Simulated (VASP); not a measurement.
Output of a VASP run:

**OUTCAR**
```
 ion  position               nearest neighbor table
   1  0.250  0.750  0.500-   8 2.45   5 2.45   7 2.45   6 2.45
   2  0.500  0.500  0.000-   7 2.45   6 2.45   8 2.45   5 2.45
   3  0.750  0.250  0.500-   5 2.43   7 2.43   6 2.43   8 2.43
   4  0.000  0.000  0.000-   6 2.43   8 2.43   7 2.43   5 2.43
   5  0.121  0.125  0.496-   3 2.43   4 2.43   1 2.45   2 2.45
   6  0.875  0.371  0.996-   4 2.43   3 2.43   2 2.45   1 2.45
   7  0.629  0.625  0.504-   3 2.43   4 2.43   1 2.45   2 2.45
   8  0.375  0.879  0.004-   4 2.43   3 2.43   2 2.45   1 2.45
  LATTYP: Found a body centered tetragonal cell.
 ALAT       =     5.6509240000
 C/A-ratio  =     1.9830187063
 Subroutine PRICEL returns:
 Original cell was already a primitive cell.
 Subroutine GETGRP returns: Found  8 space group operations
The static configuration has the point symmetry S_4 .
 The point group associated with its full space group is D_2d.
The dynamic configuration has the point symmetry S_4 .
 Subroutine INISYM returns: Found  8 space group operations
 Subroutine IBZKPT returns following result:
 Found    641 irreducible k-points:

 Following reciprocal coordinates:
            Coordinates               Weight
  0.000000  0.000000  0.000000      1.000000
  0.050000  0.000000  0.000000      8.000000
  0.100000 -0.000000  0.000000      8.000000
  0.150000  0.000000 -0.000000      8.000000
  0.200000 -0.000000  0.000000      8.000000
  0.250000  0.000000  0.000000      8.000000
  0.300000  0.000000 -0.000000      8.000000
  0.350000  0.000000  0.000000      8.000000
  0.400000  0.000000  0.000000      8.000000
  0.450000  0.000000 -0.000000      8.000000
  0.500000  0.000000  0.000000      4.000000
  0.050000  0.050000 -0.000000      8.000000
  0.100000  0.050000  0.000000     16.000000
  0.150000  0.050000 -0.000000     16.000000
  0.200000  0.050000  0.000000     16.000000
  0.250000  0.050000  0.000000     16.000000
  0.300000  0.050000 -0.000000     16.000000
  0.350000  0.050000  0.000000     16.000000
  0.400000  0.050000 -0.000000     16.000000
  0.450000  0.050000 -0.000000     16.000000
  0.500000  0.050000 -0.000000     16.000000
 -0.450000  0.050000  0.000000     16.000000
 -0.400000  0.050000  0.000000     16.000000
 -0.350000  0.050000 -0.000000     16.000000
 -0.300000  0.050000  0.000000     16.000000
 -0.250000  0.050000 -0.000000     16.000000
 -0.200000  0.050000 -0.000000     16.000000
 -0.150000  0.050000  0.000000     16.000000
 -0.100000  0.050000 -0.000000     16.000000
 -0.050000  0.050000  0.000000      4.000000
  0.100000  0.100000  0.000000      8.000000
  0.150000  0.100000  0.000000     16.000000
  0.200000  0.100000  0.000000     16.000000
  0.250000  0.100000  0.000000     16.000000
  0.300000  0.100000 -0.000000     16.000000
  0.350000  0.100000  0.000000     16.000000
  0.400000  0.100000  0.000000     16.000000
  0.450000  0.100000 -0.000000     16.000000
  0.500000  0.100000  0.000000     16.000000
 -0.450000  0.100000  0.000000     16.000000
   k-points           NKPTS =    641   k-points in BZ     NKDIM =    641   number of bands    NBANDS=     43
   number of dos      NEDOS =    301   number of ions     NIONS =      8
   total plane-waves  NPLWV =  64000
   dimension x,y,z NGX =    40 NGY =   40 NGZ =   40
   dimension x,y,z NGXF=    80 NGYF=   80 NGZF=   80
   ions per type =               2   2   4
   PREC   = accura    normal or accurate (medium, high low for compatibility)
   ISTART =      0    job   : 0-new  1-cont  2-samecut
   ICHARG =      2    charge: 1-file 2-atom 10-const
   ISPIN  =      1    spin polarized calculation?
   LNONCOLLINEAR =      F non collinear calculations
   LSORBIT =      F    spin-orbit coupling
   INIWAV =      1    electr: 0-lowe 1-rand  2-diag
   ENCUT  =  300.0 eV  22.05 Ry    4.70 a.u.   9.72  9.72  9.72*2*pi/ulx,y,z
   NELM   =    100;   NELMIN=  2; NELMDL= -5     # of ELM steps
   EDIFF  = 0.1E-05   stopping-criterion for ELM
...
```

File OSZICAR:
```
       N       E                     dE             d eps       ncg     rms          rms(c)
DAV:   1     0.581936095488E+03    0.58194E+03   -0.23061E+04 55908   0.154E+03
DAV:   2     0.645548287407E+02   -0.51738E+03   -0.50362E+03 56988   0.431E+02
DAV:   3    -0.240727025085E+02   -0.88628E+02   -0.86446E+02 71211   0.170E+02
DAV:   4    -0.298108703359E+02   -0.57382E+01   -0.56707E+01 74194   0.432E+01
DAV:   5    -0.300233296399E+02   -0.21246E+00   -0.21189E+00 77011   0.863E+00    0.114E+01
DAV:   6    -0.301029496573E+02   -0.79620E-01   -0.29333E+01 77717   0.789E+01    0.856E+00
DAV:   7    -0.284985829253E+02    0.16044E+01   -0.70540E+00 72045   0.606E+01    0.376E+00
DAV:   8    -0.287136760887E+02   -0.21509E+00   -0.32874E+00 84123   0.192E+01    0.295E+00
DAV:   9    -0.286102814337E+02    0.10339E+00   -0.97705E-01 78530   0.156E+01    0.488E-01
DAV:  10    -0.286132310477E+02   -0.29496E-02   -0.63408E-02 77707   0.375E+00    0.171E-01
DAV:  11    -0.286151778542E+02   -0.19468E-02   -0.12969E-02 83805   0.140E+00    0.149E-01
DAV:  12    -0.286149360289E+02    0.24183E-03   -0.23623E-03 79867   0.840E-01    0.293E-02
DAV:  13    -0.286150150233E+02   -0.78994E-04   -0.43324E-04 68506   0.110E-01    0.991E-03
DAV:  14    -0.286150327342E+02   -0.17711E-04   -0.47246E-05 76841   0.711E-02    0.139E-02
DAV:  15    -0.286150294031E+02    0.33311E-05   -0.18026E-05 67311   0.753E-02    0.366E-03
DAV:  16    -0.286150310917E+02   -0.16886E-05   -0.75485E-06 63944   0.145E-02    0.195E-03
DAV:  17    -0.286150311539E+02   -0.62199E-07   -0.30403E-07 36196   0.457E-03
   1 F= -.28615031E+02 E0= -.28614993E+02  d E =-.762229E-04
```

OUTCAR:
```
------------------------ aborting loop because EDIFF is reached ----------------------------------------
  FORCE on cell =-STRESS in cart. coord.  units (eV):
  Direction    XX          YY          ZZ          XY          YZ          ZX
  --------------------------------------------------------------------------------------
  Total        2.4471284      2.4471284      2.3759267      0.0000000     -0.0000000      0.0000000
  in kB       21.9135188     21.9135188     21.2759230      0.0000000     -0.0000000      0.0000000
  external PRESSURE =      21.7009869 kB  Pullay stress =       0.0000000 kB
  volume of cell :      178.92
      direct lattice vectors                 reciprocal lattice vectors
    -2.825462000  2.825462000  5.602944000     0.000000000  0.176962210  0.089238800
     2.825462000 -2.825462000  5.602944000     0.176962210  0.000000000  0.089238800
     2.825462000  2.825462000 -5.602944000     0.176962210  0.176962210  0.000000000
 POSITION                                       TOTAL-FORCE (eV/Angst)
 -----------------------------------------------------------------------------------
      2.82546      0.00000      2.80147         0.000000     -0.000000     -0.000000
      0.00000      0.00000      5.60294        -0.000000      0.000000      0.000000
      0.00000      2.82546      2.80147         0.000000     -0.000000      0.000000
      0.00000      0.00000      0.00000        -0.000000      0.000000      0.000000
      1.41273      1.39137     -1.40074         0.000000     -0.084365      0.000000
      1.39137      4.23819      1.40074        -0.084365      0.000000      0.000000
      1.41273      1.43409      4.20221        -0.000000      0.084365     -0.000000
      1.43409     -1.41273      7.00368         0.084365     -0.000000     -0.000000
 -----------------------------------------------------------------------------------
    total drift:                                0.000012      0.000012      0.000017
  FREE ENERGIE OF THE ION-ELECTRON SYSTEM (eV)
  ---------------------------------------------------
  free  energy   TOTEN  =       -28.6150311539 eV

  energy  without entropy=      -28.6149549310  energy(sigma->0) =      -28.61499304
```
(Selected blocks of OUTCAR.)

POSCAR:
```
GaCuSe2
1
   -2.8254620000     2.8254620000     5.6029440000
    2.8254620000    -2.8254620000     5.6029440000
    2.8254620000     2.8254620000    -5.6029440000
Ga Cu Se
2 2 4
Direct
  0.2500000000   0.7500000000   0.5000000000
  0.5000000000   0.5000000000   0.0000000000
  0.7500000000   0.2500000000   0.5000000000
  0.0000000000   0.0000000000   0.0000000000
  0.1212200000   0.1250000000   0.4962200000
  0.8750000000   0.3712200000   0.9962200000
  0.6287800000   0.6250000000   0.5037800000
  0.3750000000   0.8787800000   0.0037800000
```

### Question
Write an INCAR and KPOINTS that could have produced this output.

### Answer
One answer among several that fit: the input of the run itself, revPBE GGA, plane waves, VASP's PBE PAW potentials (set 64).

### INCAR
```
LWAVE=.FALSE.
EDIFF=1E-6
ENCUT=300   # plane-wave cut-off (eV)
ISIF=2   # forces and stress, cell fixed
LMAXMIX=4   # l cut-off of mixed one-centre charges
LREAL=.FALSE.   # projection in real space or not
ALGO=Normal
SYSTEM=GaCuSe2
LCHARG=.FALSE.
NELM=100
SIGMA=0.136   # width (eV)
PREC=Accurate
LASPH=.TRUE.   # aspherical one-centre terms
GGA=RE   # revPBE
ISMEAR=0
```

**KPOINTS**
```
Regular mesh
0
G
  20 20 20
0 0 0
```

POTCAR, in this order: Ga_d Cu Se (PBE.64 set). Program: vasp_std.

At this cut-off the stress carries a Pulay error, which pulls relaxed volumes low.

The structure comes from a computed database's GaCuSe2 entry; how it stands against other phases isn't given here. The cell was not relaxed at this level. The run is one of a series of settings (KPOINTS 20×20×20 Γ-centred mesh against the base run), some of them coarse on purpose.
